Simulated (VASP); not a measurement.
# MnV: magnetic orders, part 2 of 4

Is MnV a ferromagnet or an antiferromagnet at this level? The start is a cell from a database of measured crystal structures.

VASP 6.6.1, plane waves and PAW; the level of theory is named at each step.

Still holding for the runs below: The magnetic state follows from one typed start and may not be the lowest. The k-mesh is coarse for a metal. A U on the itinerant d states of such a compound is hard to justify; it moves the bands at the Fermi level and favours large moments.

So far. Step 2 (Magnetic order, start order fm, signs ++): The largest moment at the end is 4.17 μB, and the moments of the cell sum to 6.68 μB.

## Step 3: Magnetic order, start order ferri 1, signs +-

This step: r2SCAN, DFT+U (Mn d 5 eV, V d 5 eV), spin-polarised, from moments of both signs; plane waves and PAW (Mn, V) (VASP 6.6.1).

INCAR reads:

```
SYSTEM = MnV
PREC = Accurate
ENCUT = 350
EDIFF = 1E-06
NELM = 150
ISMEAR = 1
SIGMA = 0.1
LREAL = .FALSE.
ALGO = Normal
METAGGA = R2SCAN
LASPH = .TRUE.
NBANDS = 13
ISPIN = 2
MAGMOM = 4 -2
LDAU = .TRUE.
LDAUTYPE = 2
LDAUL = 2 2
LDAUU = 5 5
LDAUJ = 0 0
LDAUPRINT = 1
LMAXMIX = 4
LORBIT = 11
LWAVE = .FALSE.
LCHARG = .TRUE.
KPAR = 2
AMIX = 0.2
BMIX = 1E-04
AMIX_MAG = 0.8
BMIX_MAG = 1E-04
```

POSCAR reads:

```
MnV
1.0
    2.9000000000      0.0000000000      0.0000000000
    0.0000000000      2.9000000000      0.0000000000
    0.0000000000      0.0000000000      2.9000000000
Mn V
1 1
Direct
    0.0000000000      0.0000000000      0.0000000000
    0.5000000000      0.5000000000      0.5000000000
```

KPOINTS reads:

```
Automatic mesh
0
Gamma
6 6 6
0 0 0
```

Potentials, in the order of the species: Mn and V (PBE family, release 64).

The run is started by

```bash
> mpirun -np 2 vasp_std
```

The program printed:

```text
[banner, memory and clock lines left out]
running    2 mpi-ranks, on    1 nodes
 distrk:  each k-point on    1 cores,    2 groups
 distr:  one band on    1 cores,    1 groups

 POSCAR found type information on POSCAR MnV
 POSCAR found :  2 types and       2 ions
 [... a notice as in an earlier step ...]

 LDA part: xc-table for (None), standard interpolation
 POSCAR, INCAR and KPOINTS ok, starting setup
 FFT: planning ... GRIDC
 FFT: planning ... GRID_SOFT
 FFT: planning ... GRID
 WAVECAR not read
 entering main loop
       N       E                     dE             d eps       ncg     rms          rms(c)
DAV:   1     0.421910735467E+02    0.42191E+02   -0.39785E+03  1104   0.832E+02
DAV:   2    -0.216639501988E+02   -0.63855E+02   -0.57925E+02  1040   0.192E+02
DAV:   3    -0.236170354002E+02   -0.19531E+01   -0.19045E+01  1155   0.495E+01
DAV:   4    -0.236532012730E+02   -0.36166E-01   -0.36139E-01  1406   0.573E+00
DAV:   5    -0.236541172622E+02   -0.91599E-03   -0.91593E-03  1347   0.849E-01    0.165E+01
DAV:   6    -0.209754633795E+02    0.26787E+01   -0.52835E+00  1165   0.410E+01    0.947E+00
DAV:   7    -0.216439489679E+02   -0.66849E+00   -0.28100E+00  1509   0.223E+01    0.595E+00
DAV:   8    -0.221599567073E+02   -0.51601E+00   -0.58899E-01  1551   0.969E+00    0.394E+00
DAV:   9    -0.222555755377E+02   -0.95619E-01   -0.29835E-01  1465   0.717E+00    0.301E+00
DAV:  10    -0.222997246717E+02   -0.44149E-01   -0.46622E-02  1540   0.218E+00    0.192E+00
DAV:  11    -0.223240945724E+02   -0.24370E-01   -0.54969E-02  1496   0.255E+00    0.768E-01
DAV:  12    -0.223358958685E+02   -0.11801E-01   -0.14412E-02  1484   0.154E+00    0.184E-01
DAV:  13    -0.223370550301E+02   -0.11592E-02   -0.17622E-03  1475   0.410E-01    0.121E-01
DAV:  14    -0.223383926917E+02   -0.13377E-02   -0.15184E-03  1387   0.290E-01    0.101E-01
DAV:  15    -0.223387002819E+02   -0.30759E-03   -0.61752E-04  1307   0.376E-01    0.545E-02
DAV:  16    -0.223387892877E+02   -0.89006E-04   -0.43139E-04  1481   0.210E-01    0.237E-02
DAV:  17    -0.223387950433E+02   -0.57556E-05   -0.22673E-05  1402   0.524E-02    0.150E-02
DAV:  18    -0.223388003952E+02   -0.53519E-05   -0.99578E-06  1426   0.331E-02    0.873E-03
DAV:  19    -0.223388035472E+02   -0.31520E-05   -0.70961E-07   609   0.131E-02    0.483E-03
DAV:  20    -0.223388034561E+02    0.91089E-07   -0.36834E-07   575   0.631E-03
   1 F= -.22338803E+02 E0= -.22338715E+02  d E =-.264016E-03  mag=     0.0991
```

Wall time 36 s (2 MPI ranks of Intel Xeon Platinum 8259CL at 2.50GHz (Skylake/Cascade Lake), shared host); peak memory 0.24 GiB; 71 s of CPU time.

Parts of OUTCAR (step 3):

```text
The static configuration has the point symmetry O_h .

 Found     20 irreducible k-points:

   NELECT =      12.0000    total number of electrons

atom =   1  type =  1  l = 2

 onsite density matrix

spin component  1

  0.9104  0.0000 -0.0000 -0.0000 -0.0000
  0.0000  0.9104 -0.0000  0.0000 -0.0000
 -0.0000 -0.0000  0.8901 -0.0000  0.0000
 -0.0000  0.0000 -0.0000  0.9104  0.0000
 -0.0000 -0.0000  0.0000  0.0000  0.8901

spin component  2

  0.1503 -0.0000  0.0000  0.0000  0.0000
 -0.0000  0.1503  0.0000  0.0000  0.0000
  0.0000  0.0000  0.0765  0.0000  0.0000
  0.0000  0.0000  0.0000  0.1503 -0.0000
  0.0000  0.0000  0.0000 -0.0000  0.0765

 occupancies and eigenvectors

  o =  0.0765  v =  0.0000  0.0000  0.0000  0.0000  0.0000  0.0000 -0.0000 -0.9999  0.0000 -0.0116      0.0000  0.0000  0.0000  0.0000  0.0000  0.0000  0.0000  0.0000  0.0000  0.0000
  o =  0.0765  v =  0.0000  0.0000  0.0000  0.0000  0.0000  0.0000  0.0000 -0.0116  0.0000  0.9999      0.0000  0.0000  0.0000  0.0000  0.0000  0.0000  0.0000  0.0000  0.0000  0.0000
  o =  0.1503  v =  0.0000  0.0000  0.0000  0.0000  0.0000  1.0000  0.0000  0.0000  0.0000  0.0000      0.0000  0.0000  0.0000  0.0000  0.0000  0.0000  0.0000  0.0000  0.0000  0.0000
  o =  0.1503  v =  0.0000  0.0000  0.0000  0.0000  0.0000  0.0000  0.2291 -0.0000 -0.9734 -0.0000      0.0000  0.0000  0.0000  0.0000  0.0000  0.0000  0.0000  0.0000  0.0000  0.0000
  o =  0.1503  v =  0.0000  0.0000  0.0000  0.0000  0.0000  0.0000  0.9734 -0.0000  0.2291 -0.0000      0.0000  0.0000  0.0000  0.0000  0.0000  0.0000  0.0000  0.0000  0.0000  0.0000
  o =  0.8901  v =  0.0000 -0.0000 -0.9999  0.0000 -0.0172  0.0000  0.0000  0.0000  0.0000  0.0000      0.0000  0.0000  0.0000  0.0000  0.0000  0.0000  0.0000  0.0000  0.0000  0.0000
  o =  0.8901  v =  0.0000 -0.0000  0.0172 -0.0000 -0.9999  0.0000  0.0000  0.0000  0.0000  0.0000      0.0000  0.0000  0.0000  0.0000  0.0000  0.0000  0.0000  0.0000  0.0000  0.0000
  o =  0.9104  v =  0.0000 -0.9908  0.0000  0.1356  0.0000  0.0000  0.0000  0.0000  0.0000  0.0000      0.0000  0.0000  0.0000  0.0000  0.0000  0.0000  0.0000  0.0000  0.0000  0.0000
  o =  0.9104  v =  0.0000  0.1356  0.0000  0.9908 -0.0000  0.0000  0.0000  0.0000  0.0000  0.0000      0.0000  0.0000  0.0000  0.0000  0.0000  0.0000  0.0000  0.0000  0.0000  0.0000
  o =  0.9104  v =  1.0000  0.0000  0.0000  0.0000  0.0000  0.0000  0.0000  0.0000  0.0000  0.0000      0.0000  0.0000  0.0000  0.0000  0.0000  0.0000  0.0000  0.0000  0.0000  0.0000

atom =   2  type =  2  l = 2

 onsite density matrix

spin component  1

  0.0600  0.0000 -0.0000 -0.0000 -0.0000
  0.0000  0.0600  0.0000  0.0000  0.0000
 -0.0000  0.0000  0.0289 -0.0000  0.0000
 -0.0000  0.0000 -0.0000  0.0600 -0.0000
 -0.0000  0.0000  0.0000 -0.0000  0.0289

spin component  2

  0.8614  0.0000  0.0000 -0.0000  0.0000
  0.0000  0.8614 -0.0000  0.0000 -0.0000
  0.0000 -0.0000  0.4541 -0.0000  0.0000
 -0.0000  0.0000 -0.0000  0.8614  0.0000
  0.0000 -0.0000  0.0000  0.0000  0.4541

 occupancies and eigenvectors

  o =  0.0289  v = -0.0000 -0.0000 -0.9995  0.0000  0.0321  0.0000  0.0000  0.0000  0.0000  0.0000      0.0000  0.0000  0.0000  0.0000  0.0000  0.0000  0.0000  0.0000  0.0000  0.0000
  o =  0.0289  v = -0.0000  0.0000 -0.0321 -0.0000 -0.9995  0.0000  0.0000  0.0000  0.0000  0.0000      0.0000  0.0000  0.0000  0.0000  0.0000  0.0000  0.0000  0.0000  0.0000  0.0000
  o =  0.0600  v =  0.9984 -0.0531 -0.0000  0.0182 -0.0000  0.0000  0.0000  0.0000  0.0000  0.0000      0.0000  0.0000  0.0000  0.0000  0.0000  0.0000  0.0000  0.0000  0.0000  0.0000
  o =  0.0600  v =  0.0558  0.9739 -0.0000 -0.2200  0.0000  0.0000  0.0000  0.0000  0.0000  0.0000      0.0000  0.0000  0.0000  0.0000  0.0000  0.0000  0.0000  0.0000  0.0000  0.0000
  o =  0.0600  v = -0.0061  0.2206 -0.0000  0.9753  0.0000  0.0000  0.0000  0.0000  0.0000  0.0000      0.0000  0.0000  0.0000  0.0000  0.0000  0.0000  0.0000  0.0000  0.0000  0.0000
  o =  0.4541  v =  0.0000  0.0000  0.0000  0.0000  0.0000  0.0000  0.0000  0.9734 -0.0000  0.2291      0.0000  0.0000  0.0000  0.0000  0.0000  0.0000  0.0000  0.0000  0.0000  0.0000
  o =  0.4541  v =  0.0000  0.0000  0.0000  0.0000  0.0000  0.0000  0.0000  0.2291  0.0000 -0.9734      0.0000  0.0000  0.0000  0.0000  0.0000  0.0000  0.0000  0.0000  0.0000  0.0000
  o =  0.8614  v =  0.0000  0.0000  0.0000  0.0000  0.0000  0.0000  0.2575  0.0000  0.9663  0.0000      0.0000  0.0000  0.0000  0.0000  0.0000  0.0000  0.0000  0.0000  0.0000  0.0000
  o =  0.8614  v =  0.0000  0.0000  0.0000  0.0000  0.0000  1.0000  0.0000  0.0000  0.0000  0.0000      0.0000  0.0000  0.0000  0.0000  0.0000  0.0000  0.0000  0.0000  0.0000  0.0000
  o =  0.8614  v =  0.0000  0.0000  0.0000  0.0000  0.0000  0.0000  0.9663 -0.0000 -0.2575 -0.0000      0.0000  0.0000  0.0000  0.0000  0.0000  0.0000  0.0000  0.0000  0.0000  0.0000

 E-fermi :   7.2365

 spin component 1
 k-point     1 :       0.0000    0.0000    0.0000
  band No.  band energies     occupation
    ...
      2       0.9664      1.00000
      3       0.9664      1.00000
      4       2.8685      1.00000
      5       2.8685      1.00000
      6       2.8685      1.00000
      7      11.2508      0.00000
      8      11.2511      0.00000
      9      14.6128      0.00000
     10      14.6129      0.00000
     11      14.6130      0.00000
    ...

 k-point     2 :       0.1667    0.0000    0.0000
  band No.  band energies     occupation
    ...
      2       1.0631      1.00000
      3       1.2738      1.00000
      4       2.7535      1.00000
      5       2.7535      1.00000
      6       2.8984      1.00000
      7      10.8932      0.00000
      8      11.1431      0.00000
      9      13.7008      0.00000
     10      13.7010      0.00000
     11      14.5574      0.00000
    ...

 k-point     3 :       0.3333    0.0000    0.0000
  band No.  band energies     occupation
    ...
      2       1.2670      1.00000
      3       2.5305      1.00000
      4       2.5305      1.00000
      5       2.6095      1.00000
      6       2.9592      1.00000
      7       8.8092     -0.00000
      8      10.9077      0.00000
      9      12.6363      0.00000
     10      12.6365      0.00000
     11      14.4450      0.00000
    ...

 k-point     4 :       0.5000    0.0000    0.0000
  band No.  band energies     occupation
    ...
      3       2.4214      1.00000
      4       2.4214      1.00000
      5       2.9892      1.00000
      6       4.7271      1.00000
      7       6.2250      1.00000
      8      10.7792      0.00000
      9      12.2451      0.00000
     10      12.2453      0.00000
     11      14.3880      0.00000
     12      15.4675      0.00000
    ...

  Total        9.2515043      9.2515043      9.2515043     -0.0000000      0.0000000     -0.0000000
  in kB      607.7555636    607.7555636    607.7555636     -0.0000000      0.0000000     -0.0000000
  external PRESSURE =     607.7555636 kB  Pullay stress =       0.0000000 kB

 POSITION                                       TOTAL-FORCE (eV/Angst)
 -----------------------------------------------------------------------------------
      0.00000      0.00000      0.00000         0.000000      0.000000      0.000000
      1.45000      1.45000      1.45000         0.000000      0.000000      0.000000
 -----------------------------------------------------------------------------------
    total drift:                                0.000000     -0.000000      0.000000

  FREE ENERGIE OF THE ION-ELECTRON SYSTEM (eV)
  ---------------------------------------------------
  free  energy   TOTEN  =       -22.3388034561 eV

  energy  without entropy=      -22.3385394397  energy(sigma->0) =      -22.33871545

 total charge
# of ion       s       p       d       tot
------------------------------------------
    1        0.467   0.388   5.089   5.944
    2        0.581   0.805   3.691   5.076
--------------------------------------------------
tot          1.048   1.193   8.780  11.021

 magnetization (x)
# of ion       s       p       d       tot
------------------------------------------
    1        0.074  -0.141   3.900   3.833
    2       -0.123  -0.285  -3.230  -3.638
--------------------------------------------------
tot         -0.049  -0.426   0.671   0.195

[... 8 parts as in an earlier step ...]

[... 9 further parts left out ...]
```

This step gave:

```yaml
electronic_cycles: 20
free_energy_toten: -22.34 eV
energy_at_zero_smearing: -22.34 eV
fermi_energy: 7.237 eV
moment_of_the_cell_from_the_last_line_of_the_log: 0.0991 μB
```

Spin moment in the PAW sphere by atom:

```
atom  spin moment in the PAW sphere (μB)
 Mn1                                3.83
  V2                               -3.64
```

Spin density in the ac plane at fractional y = 0.000, with atoms of Mn within 0.2 Å of it.

Ten even steps from '_' (-0.1 e/Å³) to '@' (5.3 e/Å³):
```
%%##==::..____________..::==##
++==--..________________..--==
::::..____________________..::
....________________________..
______________________________
______________________________
______________________________
______________________________
______________________________
______________________________
....________________________..
::::..____________________..::
++==--..________________..--==
%%##==::..____________..::==##
@@%%++::..____________..::++%%
```
Columns run along a (2.9 Å), rows up along c (2.9 Å). Atoms in or near the plane, at fractional coordinates: Mn at (0.00, 0.00).

Valence density in the ac plane at fractional y = 0.000, with atoms of Mn within 0.2 Å of it. It is the smooth field of the valence electrons, not physical close to the nuclei.

Ten even steps from '0' (0.2 e/Å³) to '9' (6.4 e/Å³):
```
874200000000247
542100000000124
221000000000012
000000000000000
000000000000000
000000000000000
000000000000000
000000000000000
000000000000000
000000000000000
000000000000000
221000000000012
542100000000124
874200000000247
985200000000258
```
Columns run along a (2.9 Å), rows up along c (2.9 Å). Atoms in or near the plane, at fractional coordinates: Mn at (0.00, 0.00).

The largest moment at the end is 3.83 μB, and the moments of the cell sum to 0.10 μB.

[end of part 2 of 4]

[Lines on the potential files, build, host, timing and source positions are cut from VASP's logs without a mark.]

[Logs are printed without paths, hosts, clocks, repeated set-up lines and the standing remarks that a program may print on its own settings, such as how far it seeks lower states.]

[Hosts, paths, dates, database ids (printed as entryN), source tags and the programs' standing remarks are cut or masked in the printed files.]

[In band tables of VASP the shares of atoms and orbitals are scaled to a sum of 1 inside the atoms' spheres.]

[Runs that stopped without an error message from VASP are left out.]
